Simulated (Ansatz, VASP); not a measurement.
# BiN in two plane-wave programs

One calculation is typed for both programs; each brings its own data sets. How far apart do they land? The cell is generated by rule, not measured, and may not be a known phase. The cell is taken from a series of runs on this material, whose earlier steps may have relaxed, scaled, displaced or heated it; both programs get it as it stands.

Method: plane waves, with VASP 6.6.1 beside it; zone-centre phonons at PBEsol, in Ansatz 0.2.0.

The structure was built from a prototype and need not be the compound's stable phase.

### Step 1. Starting point

It takes space group Fm-3m (No. 225, cubic). Conventional cell: a = 5.165 Å, b = 5.165 Å, c = 5.165 Å, α = 90.00°, β = 90.00°, γ = 90.00°. Nearest to Bi lie 6 N at 2.58 Å. N has 6 Bi at 2.58 Å nearest. Farther neighbours and most contacts between anions are not listed.

Structure file:

```cif
data_structure
_symmetry_space_group_name_H-M 'Fm-3m'
_symmetry_Int_Tables_number 225
_cell_length_a 5.1651
_cell_length_b 5.1651
_cell_length_c 5.1651
_cell_angle_alpha 90.000
_cell_angle_beta 90.000
_cell_angle_gamma 90.000
_cell_volume 137.79
loop_
_atom_site_label
_atom_site_type_symbol
_atom_site_symmetry_multiplicity
_atom_site_Wyckoff_symbol
_atom_site_fract_x
_atom_site_fract_y
_atom_site_fract_z
_atom_site_occupancy
Bi1 Bi 4 b 0.50000 0.00000 0.00000 1
N1 N 4 a 0.00000 0.00000 0.00000 1
```

### Step 2. VASP: zone-centre phonons, PBEsol

Second derivatives magnify differences that forces hide, and they need a tight electronic threshold.

Lines of VASP's logs that name or quote its potential files are left out, and so is its time.

INCAR

```
SYSTEM = BiN
PREC = Accurate
ENCUT = 600
EDIFF = 1E-08
NELM = 120
ISMEAR = 0
SIGMA = 0.01
LREAL = .FALSE.
ALGO = Normal
GGA = PS
NBANDS = 16
LORBIT = 11
LWAVE = .FALSE.
LCHARG = .FALSE.
ISIF = 2
IBRION = 8
LASPH = .TRUE.
GGA_COMPAT = .FALSE.
EFERMI = MIDGAP
KPAR = 2
```

POSCAR

```
BiN
1.0
    1.8261231641      1.0543141493      2.9820461274
   -1.8261231641      1.0543141493      2.9820461274
    0.0000000000     -2.1086239518      2.9820476642
Bi N
1 1
Direct
    0.5000000000      0.5000000000      0.5000000000
    0.0000000000      0.0000000000      0.0000000000
```

KPOINTS

```
Automatic mesh
0
Gamma
12 12 12
0 0 0
```

PAW data sets: Bi_d and N (PBE family, release 64).

Started as:

```bash
$ mpirun -np 2 vasp_std
```

Numbers of over 12 decimals in the logs are rounded to 6 here.

The program printed:

```text
[banner, memory and clock lines left out]
running    2 mpi-ranks, on    1 nodes
 distrk:  each k-point on    1 cores,    2 groups
 distr:  one band on    1 cores,    1 groups

 POSCAR found type information on POSCAR BiN
 POSCAR found :  2 types and       2 ions
|                                                                             |
|               ----> ADVICE to this user running VASP <----                  |
|                                                                             |
|     You enforced a specific xc type in the INCAR file but a different       |
|     [... a line on the potential file left out ...]
|     I HOPE YOU KNOW WHAT YOU ARE DOING!                                     |
|                                                                             |

 LDA part: xc-table for (Slater+PW92), standard interpolation
 POSCAR, INCAR and KPOINTS ok, starting setup
 FFT: planning ... GRIDC
 FFT: planning ... GRID_SOFT
 FFT: planning ... GRID
 WAVECAR not read
 entering main loop
       N       E                     dE             d eps       ncg     rms          rms(c)
DAV:   1     0.157059119713E+03    0.15706E+03   -0.11970E+04  2304   0.173E+03
DAV:   2    -0.203655236723E+01   -0.15910E+03   -0.15471E+03  2648   0.406E+02
DAV:   3    -0.131440593378E+02   -0.11108E+02   -0.11004E+02  2792   0.101E+02
DAV:   4    -0.133804666803E+02   -0.23641E+00   -0.23636E+00  3088   0.161E+01
DAV:   5    -0.133865992289E+02   -0.61325E-02   -0.61325E-02  3184   0.232E+00    0.759E+00
DAV:   6    -0.118931557397E+02    0.14934E+01   -0.17261E+01  3488   0.231E+01    0.454E+00
DAV:   7    -0.115796572898E+02    0.31350E+00   -0.20995E+00  2808   0.756E+00    0.158E+00
DAV:   8    -0.116001402224E+02   -0.20483E-01   -0.38726E-01  2472   0.454E+00    0.197E+00
DAV:   9    -0.115646333923E+02    0.35507E-01   -0.75676E-02  2584   0.189E+00    0.273E-01
DAV:  10    -0.115646427380E+02   -0.93456E-05   -0.14843E-03  3096   0.288E-01    0.882E-02
DAV:  11    -0.115646595514E+02   -0.16813E-04   -0.60423E-05  2880   0.625E-02    0.168E-02
DAV:  12    -0.115646584803E+02    0.10711E-05   -0.51884E-06  2920   0.181E-02    0.388E-03
DAV:  13    -0.115646581351E+02    0.34517E-06   -0.39159E-07  3248   0.488E-03    0.161E-03
DAV:  14    -0.115646581951E+02   -0.59976E-07   -0.62827E-08  2872   0.180E-03    0.176E-04
DAV:  15    -0.115646581982E+02   -0.31268E-08   -0.26967E-09  1744   0.394E-04
   1 F= -.11564658E+02 E0= -.11564658E+02  d E =-.232036E-27
 Linear response reoptimize wavefunctions to high precision
DAV:   1    -0.115646581933E+02    0.48976E-08   -0.91658E-10  1976   0.238E-04
DAV:   2    -0.115646581933E+02   -0.37744E-10   -0.86919E-11  1584   0.901E-05
 Linear response DOF=           2
 Linear response progress:
  Degree of freedom:   1/  2
       N       E                     dE             d eps       ncg     rms          rms(c)
RMM:   1    -0.316763735541E+00   -0.31676E+00    0.27386E-01 11310   0.990E+00
RMM:   2    -0.323926537282E+00   -0.71628E-02   -0.16253E-02 15366   0.116E+00    0.557E-02
RMM:   3    -0.323592328251E+00    0.33421E-03   -0.13626E-03 16645   0.319E-01    0.328E-02
RMM:   4    -0.322844077365E+00    0.74825E-03   -0.10467E-04 16827   0.943E-02    0.469E-03
RMM:   5    -0.322915326136E+00   -0.71249E-04   -0.13657E-05 17767   0.310E-02    0.284E-03
RMM:   6    -0.322923137574E+00   -0.78114E-05   -0.17750E-06 17324   0.115E-02    0.102E-03
RMM:   7    -0.322934459689E+00   -0.11322E-04   -0.21415E-07 17948   0.451E-03    0.241E-04
RMM:   8    -0.322934754923E+00   -0.29523E-06    0.37780E-07 18118   0.188E-03    0.812E-05
RMM:   9    -0.322933918906E+00    0.83602E-06    0.34521E-07 18221   0.838E-04    0.479E-05
RMM:  10    -0.322933624725E+00    0.29418E-06    0.37307E-07 17875   0.402E-04    0.161E-05
RMM:  11    -0.322933600134E+00    0.24591E-07    0.19222E-07 18038   0.194E-04    0.881E-06
RMM:  12    -0.322933343751E+00    0.25638E-06    0.11662E-07 17044   0.102E-04    0.521E-06
RMM:  13    -0.322933442019E+00   -0.98268E-07    0.57291E-08 19083   0.623E-05    0.128E-06
RMM:  14    -0.322933432154E+00    0.98654E-08    0.30520E-08 17923   0.406E-05    0.109E-06
 first order change of Fermi-energy  -0.34683E-03
 force on displaced ion       1 direction 1 :   2.590   0.000   0.000
 Linear response progress:
  Degree of freedom:   2/  2
       N       E                     dE             d eps       ncg     rms          rms(c)
RMM:   1    -0.230217845373E+00   -0.23022E+00    0.81971E-02 17495   0.240E+00
RMM:   2    -0.224321032312E+00    0.58968E-02   -0.62661E-03 15981   0.610E-01    0.880E-02
RMM:   3    -0.225012037784E+00   -0.69101E-03   -0.57503E-04 16972   0.164E-01    0.514E-02
RMM:   4    -0.225714115574E+00   -0.70208E-03   -0.18278E-04 16787   0.950E-02    0.145E-02
RMM:   5    -0.225754412281E+00   -0.40297E-04   -0.24746E-05 17615   0.369E-02    0.301E-03
RMM:   6    -0.225721192200E+00    0.33220E-04   -0.29243E-06 17090   0.106E-02    0.174E-03
RMM:   7    -0.225710693339E+00    0.10499E-04   -0.48013E-07 17282   0.382E-03    0.445E-04
RMM:   8    -0.225709828335E+00    0.86500E-06   -0.25608E-07 18103   0.125E-03    0.134E-04
RMM:   9    -0.225708686119E+00    0.11422E-05   -0.97731E-09 17821   0.474E-04    0.844E-05
RMM:  10    -0.225707631355E+00    0.10548E-05   -0.18530E-08 17721   0.221E-04    0.124E-05
RMM:  11    -0.225707581806E+00    0.49549E-07   -0.25505E-08 18737   0.872E-05    0.623E-06
RMM:  12    -0.225707541716E+00    0.40090E-07   -0.11567E-08 17703   0.389E-05    0.132E-06
RMM:  13    -0.225707543085E+00   -0.13684E-08   -0.12138E-08 17004   0.208E-05    0.537E-07
 first order change of Fermi-energy   0.62179E-03
 force on displaced ion       2 direction 1 :   2.556  -0.000   0.000
 Linear response finished
```

OUTCAR, selected parts (step 2):

```text
ion  position               nearest neighbor table
   1  0.500  0.500  0.500-   2 2.58   2 2.58   2 2.58   2 2.58   2 2.58   2 2.58
   2  0.000  0.000  0.000-   1 2.58   1 2.58   1 2.58   1 2.58   1 2.58   1 2.58

  LATTYP: Found a face centered cubic cell.
 ALAT       =     5.1650562905

 Subroutine GETGRP returns: Found 48 space group operations
 (whereof 48 operations were pure point group operations)

The static configuration has the point symmetry O_h .

 Found     72 irreducible k-points:

   k-points           NKPTS =     72   k-points in BZ     NKDIM =     72   number of bands    NBANDS=     16

   dimension x,y,z NGX =    30 NGY =   30 NGZ =   30
   dimension x,y,z NGXF=    60 NGYF=   60 NGZF=   60

   ENCUT  =  600.0 eV  44.10 Ry    6.64 a.u.   7.29  7.29  7.29*2*pi/ulx,y,z

   NELECT =      20.0000    total number of electrons

 k-points in reciprocal lattice and weights: Automatic mesh
   0.00000000  0.00000000  0.00000000       0.001
   0.08333333  0.00000000 -0.00000000       0.005
   0.16666667 -0.00000000 -0.00000000       0.005
   0.25000000  0.00000000  0.00000000       0.005
   0.33333333  0.00000000 -0.00000000       0.005
   0.41666667 -0.00000000  0.00000000       0.005
   0.50000000  0.00000000  0.00000000       0.002
   0.08333333  0.08333333 -0.00000000       0.003
   0.16666667  0.08333333  0.00000000       0.014
[...]
-0.33333333  0.50000000  0.16666667       0.007
  -0.25000000  0.50000000  0.25000000       0.003

 average (electrostatic) potential at core
       1-102.4544       2 -60.0906

  Total       -1.2951728     -1.2951728     -1.2951728      0.0000000     -0.0000000      0.0000000
  in kB      -60.2383555    -60.2383555    -60.2383555      0.0000000     -0.0000000      0.0000000
  external PRESSURE =     -60.2383555 kB  Pullay stress =       0.0000000 kB

  energy-cutoff  :      600.00
  volume of cell :       34.45
      direct lattice vectors                 reciprocal lattice vectors
     1.826123164  1.054314149  2.982046127     0.273804095  0.158080922  0.111779977
    -1.826123164  1.054314149  2.982046127    -0.273804095  0.158080922  0.111779977
     0.000000000 -2.108623952  2.982047664     0.000000000 -0.316161681  0.111780207

 POSITION                                       TOTAL-FORCE (eV/Angst)
 -----------------------------------------------------------------------------------
      0.00000      0.00000      4.47307        -0.000000     -0.000000     -0.000000
      0.00000      0.00000      0.00000         0.000000      0.000000      0.000000
 -----------------------------------------------------------------------------------
    total drift:                               -0.000000      0.000000      0.000000

 Eigenvectors and eigenvalues of the dynamical matrix
 ----------------------------------------------------

   1 f  =    0.011186 THz     0.070286 2PiTHz    0.373138 cm-1     0.046263 meV
             X         Y         Z           dx          dy          dz
      0.000000  0.000002  4.473070     0.130405   -0.947145    0.149437
      0.000000  0.000000  0.000000     0.033979   -0.246795    0.038938

   2 f  =    0.011186 THz     0.070286 2PiTHz    0.373138 cm-1     0.046263 meV
             X         Y         Z           dx          dy          dz
      0.000000  0.000002  4.473070     0.958677    0.125830   -0.039062
      0.000000  0.000000  0.000000     0.249800    0.032787   -0.010178

   3 f  =    0.011186 THz     0.070286 2PiTHz    0.373138 cm-1     0.046263 meV
             X         Y         Z           dx          dy          dz
      0.000000  0.000002  4.473070     0.018801    0.153309    0.955282
      0.000000  0.000000  0.000000     0.004899    0.039947    0.248915

   4 f/i=    6.902794 THz    43.371531 2PiTHz  230.252409 cm-1    28.547647 meV
             X         Y         Z           dx          dy          dz
      0.000000  0.000002  4.473070    -0.000002   -0.123652    0.219747
      0.000000  0.000000  0.000000     0.000009    0.474548   -0.843342

   5 f/i=    6.902794 THz    43.371531 2PiTHz  230.252409 cm-1    28.547647 meV
             X         Y         Z           dx          dy          dz
      0.000000  0.000002  4.473070     0.252148    0.000009    0.000008
      0.000000  0.000000  0.000000    -0.967689   -0.000035   -0.000030

   6 f/i=    6.902794 THz    43.371531 2PiTHz  230.252409 cm-1    28.547647 meV
             X         Y         Z           dx          dy          dz
      0.000000  0.000002  4.473070    -0.000012    0.219747    0.123652
      0.000000  0.000000  0.000000     0.000045   -0.843342   -0.474548

 ELASTIC MODULI CONTR FROM IONIC RELAXATION (kBar)
 Direction    XX          YY          ZZ          XY          YZ          ZX
 --------------------------------------------------------------------------------
 XX           0.0000      0.0000      0.0000      0.0000      0.0000      0.0000
 YY           0.0000      0.0000      0.0000      0.0000      0.0000      0.0000
 ZZ           0.0000      0.0000      0.0000      0.0000      0.0000      0.0000
 XY           0.0000      0.0000      0.0000      0.0000      0.0000      0.0000
 YZ           0.0000      0.0000      0.0000      0.0000      0.0000      0.0000
 ZX           0.0000      0.0000      0.0000      0.0000      0.0000      0.0000
 --------------------------------------------------------------------------------
```

The gap is read on the k-mesh alone, so it is an upper bound where the band edges lie off the mesh. Energies printed during the response cycles are not total energies of the cell. The PAW data sets were made with PBE, which is usual practice but a small mismatch for other functionals.

(Continued in part 2 of 2.)

[Lines on the potential files, build, host, timing and source positions are cut from VASP's logs without a mark.]

[Logs are printed without paths, hosts, clocks, repeated set-up lines and the standing remarks that a program may print on its own settings, such as how far it seeks lower states.]

[Hosts, paths, dates, database ids (printed as entryN), source tags and the programs' standing remarks are cut or masked in the printed files.]
